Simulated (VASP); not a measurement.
Wanted: the native input for a VASP 6.6.1 run.

- Task: relaxation of cell and atoms
- Functional: PBE
- Potentials or basis: VASP PAW PBE potentials, release 64 (Na_pv, Zr_sv, S)
- Cutoff: 600 eV
- k mesh: 6 × 6 × 6
- Occupations: fermi-dirac, width 0.05 eV
- Spin: no spin polarisation
- Further INCAR settings: ALGO = Normal; EDIFF = 1e-06; IBRION = 2; EDIFFG = -0.005; NSW = 40; ISIF = 3

The structure of Na2ZrS2 lies in POSCAR:

```
Na2ZrS2
1.0
   -2.4761800000      2.4761800000      4.0403500000
    2.4761800000     -2.4761800000      4.0403500000
    2.4761800000      2.4761800000     -4.0403500000
Na Zr S
2 1 2
Direct
    0.3567700000      0.3567700000      0.0000000000
    0.6432300000      0.6432300000      0.0000000000
    0.0000000000      0.0000000000      0.0000000000
    0.7500000000      0.2500000000      0.5000000000
    0.2500000000      0.7500000000      0.5000000000
```

The cell was built by a generator and needn't be a form met in nature.

The input as run:

INCAR

```
SYSTEM = Na2ZrS2
ALGO = Normal ; EDIFF = 1E-6
EDIFFG = -0.005 ; ENCUT = 600
GGA = PE ; IBRION = 2
ISIF = 3 ; ISMEAR = -1
LASPH = .True. ; LCHARG = .False.
LREAL = .False. ; LWAVE = .False.
NELM = 80 ; NSW = 40
PREC = Accurate ; SIGMA = 0.05
```

KPOINTS

```
k-points
0
Gamma
  6 6 6
  0 0 0
```

Potentials or basis: VASP PAW PBE potentials, release 64 (Na_pv, Zr_sv, S).

The run is started by

```console
$ cat potpaw_PBE.64/Na_pv/POTCAR potpaw_PBE.64/Zr_sv/POTCAR potpaw_PBE.64/S/POTCAR > POTCAR
$ mpirun -np 1 vasp_std > vasp.out
```

It gave:

```
Relaxed volume                         : 19.40 Å³/atom
Relaxed cell                           : a = 5.342 Å, b = 5.342 Å, c = 5.342 Å, α = 125.70°, β = 125.70°, γ = 80.38°
Space group after relaxing (to 0.05 Å) : I4/mmm (No. 139)
Energy gained by relaxing              : 5.7 meV/atom
Ionic steps                            : 7
Pressure after relaxing                : 0.0 GPa
Band gap on the k mesh                 : none (metal or under the smearing width)
```

Wall time 11 min on 1 thread of AMD EPYC 7R13 Processor (Zen 3), with other jobs on the host, peak memory 0.34 GiB.
